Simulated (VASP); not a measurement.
Output of a VASP run:

### OSZICAR
```
       N       E                     dE             d eps       ncg     rms           ort
DAV:   1     0.398605680239E+03    0.39861E+03   -0.20787E+04   432   0.263E+03
DAV:   2     0.286599774899E+02   -0.36995E+03   -0.36362E+03   432   0.564E+02
DAV:   3    -0.244281093699E+02   -0.53088E+02   -0.52572E+02   432   0.190E+02
DAV:   4    -0.264716974879E+02   -0.20436E+01   -0.20417E+01   432   0.424E+01
DAV:   5    -0.265317538160E+02   -0.60056E-01   -0.60050E-01   432   0.711E+00
SDA:   6    -0.131097445121E+02    0.13422E+02   -0.60050E-01   432   0.603E+02   0.000E+00
CGA:   7    -0.218478920292E+02   -0.87381E+01   -0.85656E+01   432   0.222E+01  -0.288E+00
CGA:   8    -0.224398275755E+02   -0.59194E+00   -0.59454E+00   432   0.932E+00  -0.275E-01
CGA:   9    -0.226368883123E+02   -0.19706E+00   -0.19719E+00   432   0.236E+00  -0.623E-02
CGA:  10    -0.227023575796E+02   -0.65469E-01   -0.65536E-01   432   0.356E-01  -0.718E-03
CGA:  11    -0.227120697715E+02   -0.97122E-02   -0.97014E-02   432   0.112E-01   0.177E-03
CGA:  12    -0.227146854810E+02   -0.26157E-02   -0.26175E-02   432   0.244E-02  -0.119E-03
CGA:  13    -0.227153879204E+02   -0.70244E-03   -0.70054E-03   432   0.557E-03   0.268E-04
CGA:  14    -0.227155403702E+02   -0.15245E-03   -0.15178E-03   432   0.148E-03   0.152E-04
CGA:  15    -0.227155804461E+02   -0.40076E-04   -0.40406E-04   432   0.309E-04  -0.944E-05
CGA:  16    -0.227155904200E+02   -0.99740E-05   -0.10080E-04   432   0.746E-05  -0.923E-06
SDA:  17    -0.227155919937E+02   -0.15737E-05   -0.16158E-05   432   0.228E-05   0.195E-05
CGA:  18    -0.227155932568E+02   -0.12631E-05   -0.12671E-05   432   0.188E-05  -0.508E-06
SDA:  19    -0.227155933629E+02   -0.10610E-06   -0.19743E-06   432   0.827E-06   0.706E-06
   1 F= -.22715593E+02 E0= -.22715593E+02  d E =-.155178E-14
```

**OUTCAR**
```
------------------------ aborting loop because EDIFF is reached ----------------------------------------
  FORCE on cell =-STRESS in cart. coord.  units (eV):
  Direction    XX          YY          ZZ          XY          YZ          ZX
  --------------------------------------------------------------------------------------
  Total       -0.3985877     -0.3985877     -0.3759895      0.0000000      0.0000000      0.0000000
  in kB       -8.6103609     -8.6103609     -8.1221917      0.0000000      0.0000000      0.0000000
  external PRESSURE =      -8.4476378 kB  Pullay stress =       0.0000000 kB
  volume of cell :       74.17
      direct lattice vectors                 reciprocal lattice vectors
     3.876000000  0.000000000  0.000000000     0.257997936  0.000000000  0.000000000
     0.000000000  3.876000000  0.000000000     0.000000000  0.257997936  0.000000000
     0.000000000  0.000000000  4.936800000     0.000000000  0.000000000  0.202560363
 POSITION                                       TOTAL-FORCE (eV/Angst)
 -----------------------------------------------------------------------------------
      1.93800      0.00000      3.76184         0.000000      0.000000      0.320258
      0.00000      1.93800      1.17496        -0.000000      0.000000     -0.320258
      1.93800      1.93800      0.00000         0.000000      0.000000      0.000000
      0.00000      0.00000      0.00000         0.000000     -0.000000      0.000000
 -----------------------------------------------------------------------------------
    total drift:                                0.000000      0.000000     -0.000000
  FREE ENERGIE OF THE ION-ELECTRON SYSTEM (eV)
  ---------------------------------------------------
  free  energy   TOTEN  =       -22.7155933629 eV

  energy  without entropy=      -22.7155933629  energy(sigma->0) =      -22.71559336
```
(Selected blocks of OUTCAR.)

File POSCAR:
```
SnO
1
    3.8760000000     0.0000000000     0.0000000000
    0.0000000000     3.8760000000     0.0000000000
    0.0000000000     0.0000000000     4.9368000000
Sn O
2 2
Direct
  0.5000000000   0.0000000000   0.7620000000
  0.0000000000   0.5000000000   0.2380000000
  0.5000000000   0.5000000000   0.0000000000
  0.0000000000   0.0000000000   0.0000000000
```

Problem. Write an INCAR and KPOINTS that could have produced this output.

Solution. This is not unique; one that fits is the input of the run itself, PBE GGA, plane waves, VASP's PBE PAW potentials (set 64).

KPOINTS:
```
K-points
0
gamma
5 5 4
```

### INCAR
```
SYSTEM = SnO
PREC = Accurate
ENCUT = 520
EDIFF = 1E-6
NELM = 100
ALGO = All
LREAL = .FALSE.
LASPH = .TRUE.
ISMEAR = 0
SIGMA = 0.05
GGA = PE
LMAXMIX = 4
LWAVE = .FALSE.
LCHARG = .FALSE.
ISIF = 2
```

POTCAR, in this order: Sn_d O (PBE.64 set). Program: vasp_std.

The compound is SnO in the litharge structure. The cell was not relaxed at this level. The run is one of a series of settings (ALGO = All against the base run), some of them coarse on purpose.
